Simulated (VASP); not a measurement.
Input:

```
BeTe
1.0
    0.00000     2.82053     2.82053
    2.82053     0.00000     2.82053
    2.82053     2.82053     0.00000
Be Te
1 1
Cartesian
  0.00000   0.00000   0.00000
  1.41027   1.41027   1.41027
```

The numbers are results of SCAN meta-GGA with spin-orbit coupling, VASP's PBE PAW potentials (set 64) (plane waves; VASP), not measurements. Settings: 400 eV cut-off, 7×7×7 Γ-centred mesh, Gaussian smearing of 0.050 eV, potentials Be Te.

Question: Give the energies of bands 3 to 15 at the high-symmetry points, in eV from the valence-band maximum.

Answer: 
| band | Γ | X | U | L | W |
|---|---|---|---|---|---|
| 3 | -0.91 | -5.65 | -5.41 | -6.05 | -5.28 |
| 4 | -0.91 | -5.65 | -5.18 | -6.05 | -4.96 |
| 5 | 0.00 | -3.21 | -4.43 | -1.71 | -4.35 |
| 6 | 0.00 | -3.21 | -4.14 | -1.71 | -3.90 |
| 7 | 0.00 | -2.82 | -2.58 | -1.22 | -3.56 |
| 8 | 0.00 | -2.82 | -2.56 | -1.22 | -3.50 |
| 9 | 3.66 | 1.96 | 2.69 | 3.12 | 5.28 |
| 10 | 3.66 | 1.96 | 2.72 | 3.12 | 5.30 |
| 11 | 3.71 | 2.65 | 5.32 | 4.67 | 5.65 |
| 12 | 3.71 | 2.65 | 5.42 | 4.67 | 5.69 |
| 13 | 3.71 | 10.04 | 8.13 | 4.71 | 5.79 |
| 14 | 3.71 | 10.04 | 8.19 | 4.71 | 5.79 |
| 15 | 3.96 | 10.37 | 8.55 | 8.05 | 6.26 |

The gap is indirect, 1.96 eV, from the valence maximum at Γ to the conduction minimum at X.

The structure comes from a measured BeTe entry (F-43m) of the Crystallography Open Database, whose conditions weren't checked. It was relaxed first, which changed the volume by +6 %.
